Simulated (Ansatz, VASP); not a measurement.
# BAs: VASP beside Ansatz

Wanted: the spread between two codes on one cell, functional and k mesh. The cell is taken from a series of runs on this material, whose earlier steps may have relaxed, scaled, displaced or heated it; both programs get it as it stands.

Calculated with Ansatz 0.2.0; plane waves, with VASP 6.6.1 beside it; single point at LDA.

## Step 1: The structure

Symmetry: F-43m, No. 216, cubic system. Conventional cell: a = 4.777 Å, b = 4.777 Å, c = 4.777 Å, α = 90.00°, β = 90.00°, γ = 90.00°. Nearest to B lie 4 As at 2.07 Å. Nearest to As lie 4 B at 2.07 Å. Farther neighbours are not listed.

## Step 2: Ansatz: single point, LDA, pair 1

Ansatz runs on its default PAW (the set named soft_2) files.

A single point gives forces, pressure and levels at one fixed geometry, so differences don't come from the geometry; what else differs is listed under the comparison.

input.yaml reads:

```yaml
crystal:
  lattice:
    - [-1.6889245473, -2.3884999988, 1.6889245498]
    - [1.6889245473, -2.3884999988, 1.6889245498]
    - [0.0, 3.5e-09, 3.3778490946]
  atoms:
    - { symbol: B, position: [0.0, 0.0, 0.0] }
    - { symbol: As, position: [0.75, 0.75, 0.75] }
kpoints:
  mp_grid: { grid: [6, 6, 6] }
hamiltonian:
  xc: lda
scf:
  occupations: { method: fixed }
  n_extra_bands: 30
output:
  wannier:
    kmesh: [12, 12, 12]
    projections:
      - { species: As, l: p, shell: 4 }
      - { species: B, l: s, shell: 2 }
      - { species: B, l: p, shell: 2 }
    minimise: false
    seedname: w
    disentanglement: { window: [1.95, 23.1], frozen_window: [1.95, 14.97] }
```

Started as:

```sh
$ ansatz run input.yaml --threads 8 --pin off --max-ram 18432MiB --backend cpu --events-out ev --progress --plain --runs-dir out
```

Numbers of over 12 decimals in the logs are rounded to 6 here.

The log of the run:

```text
scf.n_extra_bands = 30 over 9 filled bands (N_el = 18.0): the run solves 39 bands
Engine: ansatz 0.2.0, aarch64-unknown-linux-gnu
Pseudopotentials: kind: paw
Pseudopotential: B, paw, valence charge 3, recommended cutoff 420 eV (normal), B.paw.azcp
Pseudopotential: As, paw, valence charge 15, recommended cutoff 420 eV (normal), As.paw.azcp
Functional definition: SPW92
  exchange = slater_x
  correlation = pw_c
Crystal: 2 atoms, lattice volume = 27.252 Å³
Basis set: ecut = 420 eV, 531 PW (Γ)
Bands: 39, of which v1, the nominal top of the filled ones, is band 9 counted from 1 (8 counted from 0)
Symmetry: 24 space group operations
Space group: F-43m (ITA 216), of the structure as read, at distance tolerance 3.0e-5 Å
k-points: 16 of 216 (time reversal used)
Non-local potential: B, projectors of the file, l = 0: 2, l = 1: 2, l = 2: 1
Non-local potential: As, projectors of the file, l = 0: 2, l = 1: 2, l = 2: 3, l = 3: 1
PAW form: soft (Blöchl's): semilocal exchange-correlation on the pseudo side does not see the compensation charge
PAW frozen core: B, regenerated for the run's functional, and the local potential with it (the file was generated under x = pbe(κ = 0.804, μ = 0.219515), c = pbe(β = 0.066725))
PAW frozen core: As, regenerated for the run's functional, and the local potential with it (the file was generated under x = pbe(κ = 0.804, μ = 0.219515), c = pbe(β = 0.066725))
PAW one-centre angular grid: B, 110 points (default); XC on 64 Gauss nodes
PAW one-centre angular grid: As, 590 points (default); XC on 64 Gauss nodes
Initial density: superposition of atomic densities (neutral atoms: chi_scale 0, normalization atom), corrected by the library's trained network
Initial wavefunctions: pseudopotential atomic-orbital guess
Functional: x = slater, c = lda
SCF iter   1: F=—  HF=-4923.504923 eV  |F-HF|=—  |Δ(HF+E_count)|=         —  Δρ=7.09e-3  dr2=1.37e-2  ethr=1.77e-3  ⟨swp⟩=4.0  Hψ=2262  notcnv=0  defer=394
preconditioner: auto → none  [insulator: Δε(μ)=1.226 eV  Ē_g=35.753 eV  n_scr=8 (ndim 8)  ℏωp=20.1 eV  f_vac=0.001  ε∞_Penn≈1.3]
SCF iter   2: F=—  HF=-4923.500701 eV  |F-HF|=—  |Δ(HF+E_count)|=   4.22e-3  Δρ=2.12e-3  dr2=7.62e-4  ethr=7.63e-5  ⟨swp⟩=1.2  Hψ=759  notcnv=0  defer=436
SCF iter   3: F=—  HF=-4923.500348 eV  |F-HF|=—  |Δ(HF+E_count)|=   3.53e-4  Δρ=1.04e-3  dr2=1.25e-4  ethr=4.23e-6  ⟨swp⟩=2.0  Hψ=427  notcnv=0  defer=442
SCF iter   4: F=—  HF=-4923.500321 eV  |F-HF|=—  |Δ(HF+E_count)|=   2.66e-5  Δρ=3.52e-4  dr2=1.30e-5  ethr=6.93e-7  ⟨swp⟩=1.0  Hψ=245  notcnv=0  defer=393
SCF iter   5: F=—  HF=-4923.500317 eV  |F-HF|=—  |Δ(HF+E_count)|=   3.95e-6  Δρ=5.61e-5  dr2=3.56e-7  ethr=7.22e-8  ⟨swp⟩=2.1  Hψ=379  notcnv=0  defer=379
SCF iter   6: F=-4923.500317 eV  HF=-4923.500317 eV  |F-HF|=5.53e-10  |Δ(HF+E_count)|=   3.96e-9  Δρ=4.89e-6  dr2=2.31e-9  ethr=5.56e-10  ⟨swp⟩=9.8  Hψ=3936  notcnv=0
SCF 1 converged in 6 iterations: F = -4923.500317 eV  dr2 = 2.31e-9
  greatest PAW one-centre occupation: 0.999 electrons in one spin orbital (limit 2), on the As atom at site 1 (counted from 0), in its partial waves of l = 2
NSCF: frozen V_eff on 75 k-points
the Wannier pass solved 75 of the 1728 points of its mesh, and has the states at the others by symmetry: states obtained by the crystal's operations at points that were solved too leave a residual of 6.06e-13 eV (read by the count's bands and the next), within 5.56e-6 eV
SCF converged after 6 iterations
Free energy (F): -4923.500317 eV
Harris-Foulkes:  -4923.500317 eV  (|F-HF|=5.53e-10)
Internal energy: -4923.500317 eV  (E = F + TS)
E sigma→0 (E₀):  -4923.500317 eV
Fermi energy:    10.846706 eV
--- Per-component energies (eV) ---
  E_band       = -216.122010
  E_kinetic    = 152.713910
  E_local      = -1703.193127  (includes V_loc(G=0)·N_el)
  E_nonlocal   = -652.022265
  E_hartree    = 941.560354
  E_xc         = -111.066748
  E_vxc        = -117.903460  (∫ρ·V_xc dr)
  E_paw        = -1827.838517  (= ΣΔE_a)
  E_vpaw       = 221.161735  (= ΣTr[D̂ρ^β])
  E_aug_tail   = 0.000008  (compensation charges beyond the density's cutoff)
  E_ewald      = -1725.774997
  E_core_change = 2.121064  (= ΣΔE_core)
  E_smearing   = -0.000000  (= −TS)
  E_closure    = 0.000000  (closes the sum)
  Σ components = -4923.500317   (vs F -4923.500317, Δ=0.00e0)
--- Band table (eV; the first three rows and the last of 16) ---
  k-point 0: bands = [... 5 lower, -4.5470, 10.8467, 10.8467, 10.8467, 14.0971, 14.0971, 14.0971, 15.4934, ... 26 higher]
  k-point 1: bands = [... 5 lower, -4.0959, 7.8988, 10.1668, 10.1668, 14.1066, 14.9811, 14.9811, 17.4418, ... 26 higher]
  k-point 2: bands = [... 5 lower, -2.8369, 4.1309, 9.3357, 9.3357, 13.6827, 15.6504, 15.6504, 19.4008, ... 26 higher]
  k-point 15: bands = [... 5 lower, -0.3135, 2.7696, 5.6916, 5.8847, 14.6012, 14.7455, 19.4649, 19.6312, ... 26 higher]
```

## Step 3: VASP: single point, LDA, pair 1

The same cell, functional (in two slightly different forms) and mesh now go to VASP, with its own data sets.

Lines of VASP's logs that name or quote its potential files are left out, and so is its time.

INCAR reads:

```
SYSTEM = BAs
PREC = Accurate
ENCUT = 420
EDIFF = 1E-06
NELM = 120
ISMEAR = 0
SIGMA = 0.01
LREAL = .FALSE.
ALGO = Normal
GGA = PW92
NBANDS = 10
LORBIT = 11
LWAVE = .FALSE.
LCHARG = .FALSE.
ISIF = 2
LASPH = .TRUE.
GGA_COMPAT = .FALSE.
EFERMI = MIDGAP
```

POSCAR reads:

```
BAs
1.0
   -1.6889245473     -2.3884999988      1.6889245498
    1.6889245473     -2.3884999988      1.6889245498
    0.0000000000      0.0000000035      3.3778490946
B As
1 1
Direct
    0.0000000000      0.0000000000      0.0000000000
    0.7500000000      0.7500000000      0.7500000000
```

KPOINTS reads:

```
Automatic mesh
0
Gamma
6 6 6
0 0 0
```

The projector-augmented-wave data sets are B and As (LDA family, release 64).

Started as:

```sh
$ mpirun -np 1 vasp_std
```

The log of the run:

```text
[banner, memory and clock lines left out]
running    1 mpi-ranks, on    1 nodes
 distrk:  each k-point on    1 cores,    1 groups
 distr:  one band on    1 cores,    1 groups

 POSCAR found type information on POSCAR B As
 POSCAR found :  2 types and       2 ions
|                                                                             |
|               ----> ADVICE to this user running VASP <----                  |
|                                                                             |
|     You enforced a specific xc type in the INCAR file but a different       |
|     [... a line on the potential file left out ...]
|     I HOPE YOU KNOW WHAT YOU ARE DOING!                                     |
|                                                                             |

 LDA part: xc-table for (Slater(with rela. corr.)+PW92), standard interpolation
 POSCAR, INCAR and KPOINTS ok, starting setup
 FFT: planning ... GRIDC
 FFT: planning ... GRID_SOFT
 FFT: planning ... GRID
 WAVECAR not read
 entering main loop
       N       E                     dE             d eps       ncg     rms          rms(c)
DAV:   1     0.100443124649E+02    0.10044E+02   -0.37702E+03   320   0.629E+02
DAV:   2    -0.129028868358E+02   -0.22947E+02   -0.21993E+02   448   0.989E+01
DAV:   3    -0.136291412989E+02   -0.72625E+00   -0.72501E+00   364   0.172E+01
DAV:   4    -0.136315444374E+02   -0.24031E-02   -0.24030E-02   396   0.117E+00
DAV:   5    -0.136315479937E+02   -0.35563E-05   -0.35562E-05   378   0.442E-02    0.501E+00
DAV:   6    -0.129966213297E+02    0.63493E+00   -0.17608E+00   336   0.571E+00    0.237E+00
DAV:   7    -0.129158683672E+02    0.80753E-01   -0.19432E-01   382   0.235E+00    0.888E-01
DAV:   8    -0.129024514333E+02    0.13417E-01   -0.24873E-02   348   0.868E-01    0.101E-01
DAV:   9    -0.129024787564E+02   -0.27323E-04   -0.72654E-04   362   0.179E-01    0.576E-02
DAV:  10    -0.129024868145E+02   -0.80580E-05   -0.85138E-05   348   0.551E-02    0.136E-02
DAV:  11    -0.129024883029E+02   -0.14884E-05   -0.16256E-06   374   0.919E-03    0.124E-02
DAV:  12    -0.129024881294E+02    0.17351E-06   -0.78875E-07   210   0.401E-03
   1 F= -.12902488E+02 E0= -.12902488E+02  d E =0.000000E+00
```

Parts of OUTCAR (step 3):

```text
ion  position               nearest neighbor table
   1  0.000  0.000  0.000-   2 2.07   2 2.07   2 2.07   2 2.07
   2  0.750  0.750  0.750-   1 2.07   1 2.07   1 2.07   1 2.07

  LATTYP: Found a face centered cubic cell.
 ALAT       =     4.7770000012

 Subroutine GETGRP returns: Found 24 space group operations
 (whereof 24 operations were pure point group operations)

The static configuration has the point symmetry T_d .

 Found     16 irreducible k-points:

   k-points           NKPTS =     16   k-points in BZ     NKDIM =     16   number of bands    NBANDS=     10

   dimension x,y,z NGX =    24 NGY =   24 NGZ =   24
   dimension x,y,z NGXF=    48 NGYF=   48 NGZF=   48

   ENCUT  =  420.0 eV  30.87 Ry    5.56 a.u.   5.64  5.64  5.64*2*pi/ulx,y,z

   NELECT =       8.0000    total number of electrons

 k-points in reciprocal lattice and weights: Automatic mesh
   0.00000000  0.00000000  0.00000000       0.005
   0.16666667  0.00000000  0.00000000       0.037
   0.33333333 -0.00000000  0.00000000       0.037
   0.50000000 -0.00000000 -0.00000000       0.019
   0.16666667  0.16666667  0.00000000       0.028
   0.33333333  0.16666667  0.00000000       0.111
   0.50000000  0.16666667 -0.00000000       0.111
  -0.33333333  0.16666667  0.00000000       0.111
  -0.16666667  0.16666667  0.00000000       0.056
[...]
-0.33333333  0.33333333  0.16666667       0.111
  -0.33333333  0.50000000  0.16666667       0.056

 average (electrostatic) potential at core
       1 -31.9400       2 -51.9966

 E-fermi :   6.7770

 k-point     1 :       0.0000    0.0000    0.0000
  band No.  band energies     occupation
      1      -9.2129      2.00000
      2       6.1650      2.00000
      3       6.1650      2.00000
      4       6.1650      2.00000
      5       9.4134      0.00000
      6       9.4134      0.00000
      7       9.4134      0.00000
      8      10.8570      0.00000
      9      15.5205      0.00000
    ...

 k-point     2 :       0.1667    0.0000    0.0000
  band No.  band energies     occupation
      1      -8.7615      2.00000
      2       3.2193      2.00000
      3       5.4841      2.00000
      4       5.4841      2.00000
      5       9.4385      0.00000
      6      10.2964      0.00000
      7      10.2964      0.00000
      8      12.7740      0.00000
      9      16.9456      0.00000
    ...

 k-point     3 :       0.3333   -0.0000    0.0000
  band No.  band energies     occupation
      1      -7.5007      2.00000
      2      -0.5536      2.00000
      3       4.6523      2.00000
      4       4.6523      2.00000
      5       9.0192      0.00000
      6      10.9598      0.00000
      7      10.9598      0.00000
      8      14.7039      0.00000
      9      17.4735      0.00000
    ...

  Total       -0.5407145     -0.5407145     -0.5407145      0.0000000      0.0000000     -0.0000000
  in kB      -31.7887049    -31.7887049    -31.7887049      0.0000000      0.0000000     -0.0000000
  external PRESSURE =     -31.7887049 kB  Pullay stress =       0.0000000 kB

  energy-cutoff  :      420.00
  volume of cell :       27.25
      direct lattice vectors                 reciprocal lattice vectors
    -1.688924547 -2.388499999  1.688924550    -0.296046381 -0.209336404  0.000000000
     1.688924547 -2.388499999  1.688924550     0.296046381 -0.209336404  0.000000000
     0.000000000  0.000000003  3.377849095     0.000000000  0.209336404  0.296046381

 POSITION                                       TOTAL-FORCE (eV/Angst)
 -----------------------------------------------------------------------------------
      0.00000      0.00000      0.00000        -0.000000     -0.000000     -0.000000
      0.00000     -3.58275      5.06677         0.000000      0.000000      0.000000
 -----------------------------------------------------------------------------------
    total drift:                               -0.000000      0.000000     -0.000000

  FREE ENERGIE OF THE ION-ELECTRON SYSTEM (eV)
  ---------------------------------------------------
  free  energy   TOTEN  =       -12.9024881294 eV

  energy  without entropy=      -12.9024881294  energy(sigma->0) =      -12.90248813

 total charge
# of ion       s       p       d       tot
------------------------------------------
    1        0.648   1.183   0.000   1.832
    2        1.178   1.678   0.086   2.942
--------------------------------------------------
tot          1.826   2.861   0.086   4.773

[... 3 further parts left out ...]
```

The run ends at a pressure of -3.18 GPa.

## Step 4: Comparison

Known differences besides the potentials themselves: fixed occupations in Ansatz, narrow Gaussian smearing in VASP; the data sets hold 18 valence electrons in Ansatz (on its default PAW (the set named soft_2) files) and 8 in VASP; VASP's log shows a relativistic correction to its local exchange, Ansatz's none. Total energies have different zeros and are not compared.

Both answers:

```tsv
quantity	Ansatz	VASP	difference
gap on the k mesh (eV)	1.228	1.224	+0.004
```

A gap on the mesh is an upper bound, since the band edges may lie between its points.

## Step 5: VASP: single point, LDA, pair 2

With cell and atoms fixed, the geometry can't cause a difference; cores, projectors, grids and the points listed under the comparison can.

Edit INCAR of step 3 so:

```diff
@@ -2,7 +2,7 @@
 PREC = Accurate
-ENCUT = 420
+ENCUT = 500
 EDIFF = 1E-06
 NELM = 120
-ISMEAR = 0
-SIGMA = 0.01
+ISMEAR = -1
+SIGMA = 0.02
 LREAL = .FALSE.
```

POSCAR is that of step 3.

KPOINTS reads:

```
Automatic mesh
0
Gamma
8 8 8
0 0 0
```

Started as:

```sh
$ mpirun -np 1 vasp_std
```

The log of the run:

```text
[banner, memory and clock lines left out]
running    1 mpi-ranks, on    1 nodes
[...]
[... a notice as in an earlier step ...]

 LDA part: xc-table for (Slater(with rela. corr.)+PW92), standard interpolation
 POSCAR, INCAR and KPOINTS ok, starting setup
[...]
entering main loop
       N       E                     dE             d eps       ncg     rms          rms(c)
DAV:   1     0.102598890817E+02    0.10260E+02   -0.35641E+03   580   0.671E+02
DAV:   2    -0.129782717322E+02   -0.23238E+02   -0.22321E+02   828   0.108E+02
DAV:   3    -0.136416907838E+02   -0.66342E+00   -0.66239E+00   686   0.174E+01
DAV:   4    -0.136433729108E+02   -0.16821E-02   -0.16820E-02   748   0.100E+00
[...]
DAV:  10    -0.129194273118E+02   -0.74420E-05   -0.85858E-05   638   0.560E-02    0.135E-02
DAV:  11    -0.129194287372E+02   -0.14253E-05   -0.15955E-06   682   0.930E-03    0.123E-02
DAV:  12    -0.129194285737E+02    0.16345E-06   -0.80170E-07   372   0.401E-03
   1 F= -.12919429E+02 E0= -.12919429E+02  d E =-.870507E-14
```

From OUTCAR (step 5):

```text
  Total       -0.5469834     -0.5469834     -0.5469834      0.0000000      0.0000000     -0.0000000
  in kB      -32.1572583    -32.1572583    -32.1572583      0.0000000      0.0000000     -0.0000000
  external PRESSURE =     -32.1572583 kB  Pullay stress =       0.0000000 kB

 POSITION                                       TOTAL-FORCE (eV/Angst)
 -----------------------------------------------------------------------------------
      0.00000      0.00000      0.00000        -0.000000     -0.000000      0.000000
      0.00000     -3.58275      5.06677         0.000000      0.000000     -0.000000
 -----------------------------------------------------------------------------------
    total drift:                               -0.000000     -0.000000      0.000000

  FREE ENERGIE OF THE ION-ELECTRON SYSTEM (eV)
  ---------------------------------------------------
  free  energy   TOTEN  =       -12.9194285737 eV

  energy  without entropy=      -12.9194285737  energy(sigma->0) =      -12.91942857

[... 3 further parts left out ...]
[key lines of the parts left out:]
E-fermi :   6.7295
```

The run ends at a pressure of -3.22 GPa.

## Step 6: Ansatz: single point, LDA, pair 2

The same cell, functional (in two slightly different forms), mesh and smearing now go to Ansatz, which takes its cutoff from its data sets.

The cell is taken from a series of runs on this material, whose earlier steps may have relaxed, scaled, displaced or heated it; both programs get it as it stands.

input.yaml, the sections that differ from step 2:

```yaml
kpoints:
  mp_grid: { grid: [8, 8, 8] }
scf:
  occupations: { method: fermi_dirac, width: 0.02 }
  n_extra_bands: 4
output:
  eigenvalues: true
  forces: true
  stress: true
# crystal, hamiltonian: as in step 2
```

Started as:

```sh
$ ansatz run input.yaml --threads 8 --pin off --max-ram 18432MiB --backend cpu --events-out ev --progress --plain --runs-dir out
```

The log of the run:

```text
[...]
Crystal: 2 atoms, lattice volume = 27.252 Å³
Basis set: ecut = 420 eV, 531 PW (Γ)
Bands: 13, of which v1, the nominal top of the filled ones, is band 9 counted from 1 (8 counted from 0)
Symmetry: 24 space group operations
[...]
k-points: 29 of 512 (time reversal used)
[...]
--- Band table (eV; the first three rows and the last of 29) ---
  k-point 0: bands = [... 5 lower, -4.5503, 10.8415, 10.8415, 10.8415, 14.0943, 14.0943, 14.0943, 15.4883]
  k-point 1: bands = [... 5 lower, -4.2952, 8.8845, 10.4044, 10.4044, 14.1948, 14.6690, 14.6690, 16.7611]
  k-point 2: bands = [... 5 lower, -3.5532, 5.9213, 9.6964, 9.6964, 13.8744, 15.4668, 15.4668, 18.6497]
  k-point 28: bands = [... 5 lower, -0.2758, 2.9178, 5.3445, 5.6415, 16.0407, 16.6952, 17.5480, 17.8900]
[key lines of the parts left out:]
SCF converged after 6 iterations
Free energy (F): -4923.516982 eV
Fermi energy:    11.406448 eV
P = ⅓ Tr σ = -3.9281 GPa (-39.281 kbar)
```

The run ends at a pressure of -3.93 GPa.

## Step 7: Comparison

What differs besides the data sets and the points named for the pairs above, as far as they apply: the data sets hold 18 valence electrons in Ansatz (on its default PAW (the set named soft_2) files) and 8 in VASP; the cutoff is 420 eV in Ansatz and 500 eV in VASP. Total energies have different zeros and are not compared.

Compared:

```tsv
quantity	Ansatz	VASP	difference
pressure (GPa)	-3.93	-3.22	-0.71
gap on the k mesh (eV)	1.144	1.140	+0.004
```

A gap on the mesh is an upper bound, since the band edges may lie between its points.

[end of part 1 of 2]

[Lines on the potential files, build, host, timing and source positions are cut from VASP's logs without a mark.]

[Logs are printed without paths, hosts, clocks, repeated set-up lines and the standing remarks that a program may print on its own settings, such as how far it seeks lower states.]

[Hosts, paths, dates, database ids (printed as entryN), source tags and the programs' standing remarks are cut or masked in the printed files.]
